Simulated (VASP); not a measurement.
Data:

```
CELL_PARAMETERS angstrom
      1.86660    -3.23305     0.00000
      1.86660     3.23305     0.00000
      0.00000     0.00000     5.93640
ATOMIC_POSITIONS crystal
  Zr 0.00000 0.00000 0.00000
  S  0.33333 0.66667 0.25000
  S  0.66667 0.33333 0.75000
```

All values below come from PBE GGA, VASP's PBE PAW potentials (set 64) (plane waves; VASP 6.6.1). Run with 400 eV cut-off, 5×5×3 Γ-centred mesh, Gaussian smearing of 0.050 eV, potentials Zr_sv S.

### Question
Give the force on each atom (eV/Å).

### Answer

| atom | Fx | Fy | Fz |
|---|---|---|---|
| Zr1 | 0.000 | 0.000 | 0.000 |
| S2 | 0.000 | 0.000 | -0.676 |
| S3 | 0.000 | 0.000 | 0.676 |

### Question
Give the stress tensor in GPa (positive for a compressed cell).

### Answer

```
-3.89   0.00   0.00
 0.00  -3.89   0.00
 0.00   0.00  -3.01
```
The pressure is its mean diagonal, -3.60 GPa.

The compound is ZrS2 in the 1T layered structure. The cell was not relaxed at this level.
